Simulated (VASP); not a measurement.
**YSb with PBEsol: from relaxation to properties**

How well does PBEsol reproduce what experiment finds for YSb? The cell is relaxed first, and properties follow on it. The steps: full relaxation (PBEsol), second relaxation, single point with fields (PBEsol), band structure (PBEsol), density of states (PBEsol), bands along the symmetry lines (PBEsol + SOC), volume scan with PBEsol, fit for PBEsol, optical spectrum (PBEsol) and total energy, forces and stress (PBEsol), changed input. The start is a cell from a database of measured crystal structures.

Method: PBEsol; plane waves and PAW (Y_sv, Sb), in the first sound run; inputs show where later runs differ, in VASP 6.6.1.

**What experiment says.**

“Magnetoresistance and Shubnikov-de Hass oscillation in YSb” (2016, arxiv:1604.05912) quotes from earlier work for YSb, rock salt (literature value): lattice constant a (cubic lattice parameter a, earlier experiment) 6.163 Å [literature value cited from earlier experiment].

## (1) Set-up

Before any relaxation, the start is as follows. Symmetry: Fm-3m, No. 225, cubic system. The conventional cell has a = 6.165 Å, b = 6.165 Å, c = 6.165 Å, α = 90.00°, β = 90.00°, γ = 90.00°. Y has 6 Sb at 3.08 Å nearest. Sb has 6 Y at 3.08 Å nearest. Farther neighbours are not listed.

Coordinates:

```cif
data_structure
_symmetry_space_group_name_H-M 'Fm-3m'
_symmetry_Int_Tables_number 225
_cell_length_a 6.1645
_cell_length_b 6.1645
_cell_length_c 6.1645
_cell_angle_alpha 90.000
_cell_angle_beta 90.000
_cell_angle_gamma 90.000
_cell_volume 234.26
loop_
_atom_site_label
_atom_site_type_symbol
_atom_site_symmetry_multiplicity
_atom_site_Wyckoff_symbol
_atom_site_fract_x
_atom_site_fract_y
_atom_site_fract_z
_atom_site_occupancy
Y1 Y 4 b 0.50000 0.00000 0.00000 1
Sb1 Sb 4 a 0.00000 0.00000 0.00000 1
```

## (2) Full relaxation (PBEsol)

The start need not lie at this functional's minimum. ISIF = 3 frees volume, shape and positions, and EDIFFG sets the threshold on forces and stress at which the search stops. PBEsol restores the gradient expansion of exchange and is tuned for the cells of solids.

INCAR

```
SYSTEM = YSb
PREC = Accurate
ENCUT = 400
EDIFF = 1E-06
NELM = 100
ISMEAR = 0
SIGMA = 0.05
LREAL = .FALSE.
ALGO = Normal
GGA = PS
NBANDS = 14
LASPH = .TRUE.
LORBIT = 11
LWAVE = .FALSE.
LCHARG = .FALSE.
KPAR = 2
IBRION = 2
NSW = 60
ISIF = 3
EDIFFG = -0.01
```

POSCAR

```
YSb
1.0
    0.0000000000      3.0822500000      3.0822500000
    3.0822500000      0.0000000000      3.0822500000
    3.0822500000      3.0822500000      0.0000000000
Y Sb
1 1
Direct
    0.5000000000      0.5000000000      0.5000000000
    0.0000000000      0.0000000000      0.0000000000
```

KPOINTS

```
Automatic mesh
0
Gamma
6 6 6
0 0 0
```

The projector-augmented-wave data sets are Y_sv and Sb (PBE family, release 64).

The run is started by

```bash
mpirun -np 2 vasp_std
```

The program printed:

```text
[banner, memory and clock lines left out]
running    2 mpi-ranks, on    1 nodes
 distrk:  each k-point on    1 cores,    2 groups
 distr:  one band on    1 cores,    1 groups

 POSCAR found type information on POSCAR Y Sb
 POSCAR found :  2 types and       2 ions
|                                                                             |
|               ----> ADVICE to this user running VASP <----                  |
|                                                                             |
|     You enforced a specific xc type in the INCAR file but a different       |
|     [... a line on the potential file left out ...]
|     I HOPE YOU KNOW WHAT YOU ARE DOING!                                     |
|                                                                             |

 LDA part: xc-table for (Slater+PW92), standard interpolation
 POSCAR, INCAR and KPOINTS ok, starting setup
 FFT: planning ... GRIDC
 FFT: planning ... GRID_SOFT
 FFT: planning ... GRID
 WAVECAR not read
 entering main loop
       N       E                     dE             d eps       ncg     rms          rms(c)
DAV:   1     0.409287522388E+02    0.40929E+02   -0.59501E+03   456   0.802E+02
DAV:   2    -0.112894186332E+02   -0.52218E+02   -0.50445E+02   618   0.192E+02
DAV:   3    -0.145285605309E+02   -0.32391E+01   -0.32101E+01   748   0.328E+01
DAV:   4    -0.145891153295E+02   -0.60555E-01   -0.60540E-01   566   0.433E+00
DAV:   5    -0.145900919539E+02   -0.97662E-03   -0.97661E-03   588   0.510E-01    0.254E+01
DAV:   6    -0.138477501031E+02    0.74234E+00   -0.10448E+00   502   0.579E+00    0.185E+01
DAV:   7    -0.138040046254E+02    0.43745E-01   -0.74312E-01   594   0.495E+00    0.365E+00
DAV:   8    -0.137717611895E+02    0.32243E-01   -0.26747E-01   484   0.311E+00    0.723E-01
DAV:   9    -0.137646427747E+02    0.71184E-02   -0.22508E-02   478   0.101E+00    0.224E-01
DAV:  10    -0.137647455418E+02   -0.10277E-03   -0.12237E-03   546   0.243E-01    0.274E-01
DAV:  11    -0.137648311269E+02   -0.85585E-04   -0.36066E-04   498   0.136E-01    0.165E-01
DAV:  12    -0.137647536652E+02    0.77462E-04   -0.15180E-04   472   0.760E-02    0.941E-03
DAV:  13    -0.137647542634E+02   -0.59822E-06   -0.11804E-05   622   0.204E-02    0.877E-03
DAV:  14    -0.137647537435E+02    0.51986E-06   -0.61134E-07   288   0.445E-03
   1 F= -.13764754E+02 E0= -.13763784E+02  d E =-.137648E+02
 curvature:   0.00 expect dE= 0.000E+00 dE for cont linesearch  0.000E+00
 trial: gam= 0.00000 g(F)=  0.108E-59 g(S)=  0.173E-01 ort = 0.000E+00 (trialstep = 0.100E+01)
 search vector abs. value=  0.173E-01
 bond charge predicted
       N       E                     dE             d eps       ncg     rms          rms(c)
DAV:   1    -0.138701519479E+02   -0.10540E+00   -0.19959E+00   632   0.970E+00    0.241E+00
DAV:   2    -0.137917917864E+02    0.78360E-01   -0.20875E-01   592   0.349E+00    0.127E+00
DAV:   3    -0.137639846753E+02    0.27807E-01   -0.12284E-01   730   0.195E+00    0.115E+00
DAV:   4    -0.137676898301E+02   -0.37052E-02   -0.62975E-03   502   0.664E-01    0.379E-01
DAV:   5    -0.137681501172E+02   -0.46029E-03   -0.62113E-03   742   0.351E-01    0.919E-02
DAV:   6    -0.137683810270E+02   -0.23091E-03   -0.43346E-04   720   0.128E-01    0.479E-02
DAV:   7    -0.137683922232E+02   -0.11196E-04   -0.38407E-05   506   0.388E-02    0.306E-02
DAV:   8    -0.137684056088E+02   -0.13386E-04   -0.14757E-05   496   0.369E-02    0.688E-03
DAV:   9    -0.137684052456E+02    0.36318E-06   -0.10501E-06   446   0.883E-03
   2 F= -.13768405E+02 E0= -.13767432E+02  d E =-.365150E-02
 trial-energy change:   -0.003652  1 .order   -0.003438   -0.017260    0.010384
 step:   0.6351(harm=  0.6244)  dis= 0.00000  next Energy=   -13.770289 (dE=-0.554E-02)
 bond charge predicted
       N       E                     dE             d eps       ncg     rms          rms(c)
DAV:   1    -0.137836527077E+02   -0.15247E-01   -0.26058E-01   658   0.353E+00    0.876E-01
DAV:   2    -0.137735024693E+02    0.10150E-01   -0.29950E-02   604   0.129E+00    0.479E-01
DAV:   3    -0.137696698900E+02    0.38326E-02   -0.16722E-02   740   0.722E-01    0.427E-01
DAV:   4    -0.137702115221E+02   -0.54163E-03   -0.90687E-04   490   0.250E-01    0.155E-01
DAV:   5    -0.137702712732E+02   -0.59751E-04   -0.99751E-04   748   0.141E-01    0.309E-02
DAV:   6    -0.137702928293E+02   -0.21556E-04   -0.51514E-05   612   0.458E-02    0.155E-02
DAV:   7    -0.137702942661E+02   -0.14368E-05   -0.60869E-06   576   0.150E-02    0.908E-03
DAV:   8    -0.137702940818E+02    0.18438E-06   -0.13214E-06   500   0.106E-02
   3 F= -.13770294E+02 E0= -.13769232E+02  d E =-.554034E-02
 curvature:  -0.31 expect dE=-0.118E-08 dE for cont linesearch -0.118E-08
 trial: gam= 0.00000 g(F)=  0.120E-60 g(S)=  0.378E-08 ort =-0.807E-05 (trialstep = 0.927E+00)
 search vector abs. value=  0.388E-08
 reached required accuracy - stopping structural energy minimisation
```

Elapsed: 49 s, on 2 MPI ranks of AMD EPYC 7R43, shared host; peak memory 0.27 GiB; 95 s of CPU time.

Lines that name or quote the potential files are left out of all logs, and their timing lines are given in words.

From OUTCAR (step 2):

```text
ion  position               nearest neighbor table
   1  0.500  0.500  0.500-   2 3.08   2 3.08   2 3.08   2 3.08   2 3.08   2 3.08
   2  0.000  0.000  0.000-   1 3.08   1 3.08   1 3.08   1 3.08   1 3.08   1 3.08

  LATTYP: Found a face centered cubic cell.
 ALAT       =     6.1645000000

 Subroutine GETGRP returns: Found 48 space group operations
 (whereof 48 operations were pure point group operations)

The static configuration has the point symmetry O_h .

 Found     16 irreducible k-points:

   k-points           NKPTS =     16   k-points in BZ     NKDIM =     16   number of bands    NBANDS=     14

   dimension x,y,z NGX =    28 NGY =   28 NGZ =   28
   dimension x,y,z NGXF=    56 NGYF=   56 NGZF=   56

   ENCUT  =  400.0 eV  29.40 Ry    5.42 a.u.   7.11  7.11  7.11*2*pi/ulx,y,z

   NELECT =      16.0000    total number of electrons

 k-points in reciprocal lattice and weights: Automatic mesh
   0.00000000  0.00000000  0.00000000       0.005
   0.16666667  0.00000000  0.00000000       0.037
   0.33333333  0.00000000  0.00000000       0.037
   0.50000000  0.00000000  0.00000000       0.019
   0.16666667  0.16666667  0.00000000       0.028
   0.33333333  0.16666667  0.00000000       0.111
   0.50000000  0.16666667  0.00000000       0.111
  -0.33333333  0.16666667  0.00000000       0.111
  -0.16666667  0.16666667  0.00000000       0.056
[...]
-0.33333333  0.33333333  0.16666667       0.111
  -0.33333333  0.50000000  0.16666667       0.056

 average (electrostatic) potential at core
       1 -35.3042       2 -86.0878

 E-fermi :   5.0476

 k-point     1 :       0.0000    0.0000    0.0000
  band No.  band energies     occupation
      1     -37.3900      2.00000
      2     -17.3847      2.00000
      3     -17.3847      2.00000
      4     -17.3847      2.00000
      5      -4.7200      2.00000
      6       6.0810      0.00000
      7       6.0810      0.00000
      8       6.0810      0.00000
      9       6.3372      0.00000
     10       6.3372      0.00000
    ...

 k-point     2 :       0.1667    0.0000    0.0000
  band No.  band energies     occupation
    ...
      4     -17.3859      2.00000
      5      -4.4171      2.00000
      6       4.0369      2.00000
      7       4.7910      2.00000
      8       4.7910      2.00000
      9       6.7481      0.00000
     10       6.7481      0.00000
     11       6.9448      0.00000
     12       8.6668      0.00000
     13       8.6668      0.00000
    ...

 k-point     3 :       0.3333    0.0000    0.0000
  band No.  band energies     occupation
    ...
      4     -17.3884      2.00000
      5      -3.6654      2.00000
      6       1.9223      2.00000
      7       3.7818      2.00000
      8       3.7818      2.00000
      9       7.4179      0.00000
     10       7.5840      0.00000
     11       7.5840      0.00000
     12      10.4598      0.00000
     13      10.8270      0.00000
    ...

  Total        0.0002284      0.0002284      0.0002284      0.0000000      0.0000000     -0.0000000
  in kB        0.0063919      0.0063919      0.0063919      0.0000000      0.0000000     -0.0000000
  external PRESSURE =       0.0063919 kB  Pullay stress =       0.0000000 kB

  energy-cutoff  :      400.00
  volume of cell :       57.26
      direct lattice vectors                 reciprocal lattice vectors
     0.000000000  3.059189298  3.059189298    -0.163441994  0.163441994  0.163441994
     3.059189298  0.000000000  3.059189298     0.163441994 -0.163441994  0.163441994
     3.059189298  3.059189298  0.000000000     0.163441994  0.163441994 -0.163441994

 POSITION                                       TOTAL-FORCE (eV/Angst)
 -----------------------------------------------------------------------------------
      3.05919      3.05919      3.05919        -0.000000      0.000000     -0.000000
      0.00000      0.00000      0.00000         0.000000      0.000000      0.000000
 -----------------------------------------------------------------------------------
    total drift:                                0.000000      0.000000      0.000000

  FREE ENERGIE OF THE ION-ELECTRON SYSTEM (eV)
  ---------------------------------------------------
  free  energy   TOTEN  =       -13.7702940818 eV

  energy  without entropy=      -13.7681693729  energy(sigma->0) =      -13.76923173

 reached required accuracy - stopping structural energy minimisation

 total charge
# of ion       s       p       d       f       tot
--------------------------------------------------
    1        2.171   6.316   0.982   0.029   9.497
    2        1.118   1.457   0.014   0.000   2.590
--------------------------------------------------
tot          3.289   7.773   0.996   0.029  12.087

[... 3 further parts left out ...]
```

CONTCAR:

```
YSb
   1.00000000000000
     0.0000000000000000    3.0591892983098834    3.0591892983098834
     3.0591892983098834    0.0000000000000000    3.0591892983098834
     3.0591892983098834    3.0591892983098834    0.0000000000000000
  Y               Sb
     1     1
Direct
     0.5000000000000000    0.5000000000000000    0.5000000000000000
     0.0000000000000000    0.0000000000000000    0.0000000000000000
```

The k-mesh is coarse for a metal. The PAW data sets were made with PBE, which is usual practice but a small mismatch for other functionals. The run keeps the 48 symmetry operations of its start, so it cannot find a distortion of lower symmetry.

Relaxation path:

| step | energy less that of the first step (eV) | largest force (eV/Å) | pressure (GPa) | volume (Å³) |
| --- | --- | --- | --- | --- |
| 1 | 0.0000 | 0.0000 | -1.34 | 58.56 |
| 2 | -0.0037 | 0.0000 | 0.83 | 56.52 |
| 3 | -0.0055 | 0.0000 | 0.00 | 57.26 |

| conventional cell, symmetrised | before | after | change |
| --- | --- | --- | --- |
| a (Å) | 6.165 | 6.118 | -0.7 % |
| b (Å) | 6.165 | 6.118 | -0.7 % |
| c (Å) | 6.165 | 6.118 | -0.7 % |
| volume (Å³/atom) | 29.28 | 28.63 | -2.2 % |

The relaxed structure:

```
Y Sb
1.0
     0.00000    3.05919    3.05919
     3.05919    0.00000    3.05919
     3.05919    3.05919    0.00000
Y Sb
1 1
Direct
  0.50000 0.50000 0.50000
  0.00000 0.00000 0.00000
```

This step gave:

- electrons: 16
- bands: 14
- irreducible k-points: 16
- symmetry operations: 48
- free energy (TOTEN): -13.77 eV
- energy at zero smearing: -13.77 eV
- Fermi energy: 5.048 eV
- pressure: 6.39e-4 GPa
- metallic: yes
- SCF cycles over all ionic steps: 31

It ends with forces that vanish by symmetry and a pressure of 0.00 GPa. The volume lies -2.2 % from that of the database's start, which holds the thermal and zero-point expansion of its experiment.

## (3) Second relaxation

The basis stayed that of the start cell while the cell moved. A rerun from the cell reached resets it; the error of the finite cutoff stays.

INCAR is that of step 2.

POSCAR

```
YSb
1.0
    0.0000000000      3.0591892983      3.0591892983
    3.0591892983      0.0000000000      3.0591892983
    3.0591892983      3.0591892983      0.0000000000
Y Sb
1 1
Direct
    0.5000000000      0.5000000000      0.5000000000
    0.0000000000      0.0000000000      0.0000000000
```

KPOINTS is that of step 2.

The run is started by

```bash
mpirun -np 2 vasp_std
```

The program printed:

```text
[banner, memory and clock lines left out]
running    2 mpi-ranks, on    1 nodes
 distrk:  each k-point on    1 cores,    2 groups
 distr:  one band on    1 cores,    1 groups

 POSCAR found type information on POSCAR Y Sb
 POSCAR found :  2 types and       2 ions
 [... a notice as in an earlier step ...]

 LDA part: xc-table for (Slater+PW92), standard interpolation
 POSCAR, INCAR and KPOINTS ok, starting setup
 FFT: planning ... GRIDC
 FFT: planning ... GRID_SOFT
 FFT: planning ... GRID
 WAVECAR not read
 entering main loop
       N       E                     dE             d eps       ncg     rms          rms(c)
DAV:   1     0.475283574414E+02    0.47528E+02   -0.60925E+03   448   0.813E+02
DAV:   2    -0.105048318435E+02   -0.58033E+02   -0.54783E+02   626   0.197E+02
DAV:   3    -0.144862347821E+02   -0.39814E+01   -0.39414E+01   774   0.361E+01
DAV:   4    -0.145593585114E+02   -0.73124E-01   -0.73117E-01   542   0.487E+00
DAV:   5    -0.145605754432E+02   -0.12169E-02   -0.12169E-02   588   0.580E-01    0.264E+01
DAV:   6    -0.138482823552E+02    0.71229E+00   -0.99683E-01   502   0.574E+00    0.190E+01
DAV:   7    -0.138108993997E+02    0.37383E-01   -0.73504E-01   594   0.496E+00    0.342E+00
DAV:   8    -0.137750472048E+02    0.35852E-01   -0.25882E-01   490   0.311E+00    0.649E-01
DAV:   9    -0.137699337731E+02    0.51134E-02   -0.20711E-02   478   0.992E-01    0.289E-01
DAV:  10    -0.137700345343E+02   -0.10076E-03   -0.86704E-04   576   0.225E-01    0.286E-01
DAV:  11    -0.137700801669E+02   -0.45633E-04   -0.42803E-04   502   0.158E-01    0.186E-01
DAV:  12    -0.137700181954E+02    0.61971E-04   -0.99829E-05   472   0.675E-02    0.972E-03
DAV:  13    -0.137700173320E+02    0.86346E-06   -0.14812E-05   598   0.236E-02    0.117E-02
DAV:  14    -0.137700168844E+02    0.44761E-06   -0.63043E-07   322   0.506E-03
   1 F= -.13770017E+02 E0= -.13768954E+02  d E =-.137700E+02
 curvature:   0.00 expect dE= 0.000E+00 dE for cont linesearch  0.000E+00
 trial: gam= 0.00000 g(F)=  0.297E-59 g(S)=  0.107E-05 ort = 0.000E+00 (trialstep = 0.100E+01)
 search vector abs. value=  0.107E-05
 reached required accuracy - stopping structural energy minimisation
```

Elapsed: 25 s, on 2 MPI ranks; peak memory 0.25 GiB; 47 s of CPU time.

From OUTCAR (step 3):

```text
  LATTYP: Found a face centered cubic cell.
 ALAT       =     6.1183785966

The static configuration has the point symmetry O_h .

 Found     16 irreducible k-points:

   ENCUT  =  400.0 eV  29.40 Ry    5.42 a.u.   7.06  7.06  7.06*2*pi/ulx,y,z

   NELECT =      16.0000    total number of electrons

 E-fermi :   5.0476

 k-point     1 :       0.0000    0.0000    0.0000
  band No.  band energies     occupation
      1     -37.3895      2.00000
      2     -17.3841      2.00000
      3     -17.3841      2.00000
      4     -17.3841      2.00000
      5      -4.7201      2.00000
      6       6.0809      0.00000
      7       6.0809      0.00000
      8       6.0809      0.00000
      9       6.3373      0.00000
     10       6.3373      0.00000
    ...

 k-point     2 :       0.1667    0.0000    0.0000
  band No.  band energies     occupation
    ...
      4     -17.3853      2.00000
      5      -4.4172      2.00000
      6       4.0368      2.00000
      7       4.7910      2.00000
      8       4.7910      2.00000
      9       6.7483      0.00000
     10       6.7483      0.00000
     11       6.9449      0.00000
     12       8.6669      0.00000
     13       8.6669      0.00000
    ...

  Total       -0.0038390     -0.0038390     -0.0038390      0.0000000     -0.0000000      0.0000000
  in kB       -0.1074183     -0.1074183     -0.1074183      0.0000000     -0.0000000      0.0000000
  external PRESSURE =      -0.1074183 kB  Pullay stress =       0.0000000 kB

 POSITION                                       TOTAL-FORCE (eV/Angst)
 -----------------------------------------------------------------------------------
      3.05919      3.05919      3.05919        -0.000000      0.000000      0.000000
      0.00000      0.00000      0.00000         0.000000     -0.000000     -0.000000
 -----------------------------------------------------------------------------------
    total drift:                                0.000000      0.000000      0.000000

  FREE ENERGIE OF THE ION-ELECTRON SYSTEM (eV)
  ---------------------------------------------------
  free  energy   TOTEN  =       -13.7700168844 eV

  energy  without entropy=      -13.7678919348  energy(sigma->0) =      -13.76895441

 total charge
# of ion       s       p       d       f       tot
--------------------------------------------------
    1        2.171   6.316   0.981   0.029   9.496
    2        1.118   1.457   0.014   0.000   2.590
--------------------------------------------------
tot          3.289   7.773   0.996   0.029  12.086

[... 6 parts as in an earlier step ...]

[... 6 further parts left out ...]
```

CONTCAR:

```
YSb
   1.00000000000000
     0.0000000000000000    3.0591892983000002    3.0591892983000002
     3.0591892983000002    0.0000000000000000    3.0591892983000002
     3.0591892983000002    3.0591892983000002    0.0000000000000000
  Y               Sb
     1     1
Direct
     0.5000000000000000    0.5000000000000000    0.5000000000000000
     0.0000000000000000    0.0000000000000000    0.0000000000000000
```

Little changed from the start: no atom moved by 0.005 Å and no cell edge by 0.1 %.

This step gave:

```yaml
pressure: -0.01074 GPa
scf_cycles_over_all_ionic_steps: 14
```

It ends with forces that vanish by symmetry and a pressure of -0.01 GPa. The volume moved by under 0.01 %: the run met its threshold at the first step.

(Continued in part 2 of 5.)

[Lines on the potential files, build, host, timing and source positions are cut from VASP's logs without a mark.]

[Logs are printed without paths, hosts, clocks, repeated set-up lines and the standing remarks that a program may print on its own settings, such as how far it seeks lower states.]

[Hosts, paths, dates, database ids (printed as entryN), source tags and the programs' standing remarks are cut or masked in the printed files.]

[Measured values are set beside computed ones only where the two were judged alike; some that the calculation misses by far are left out.]

[In band tables of VASP the shares of atoms and orbitals are scaled to a sum of 1 inside the atoms' spheres.]
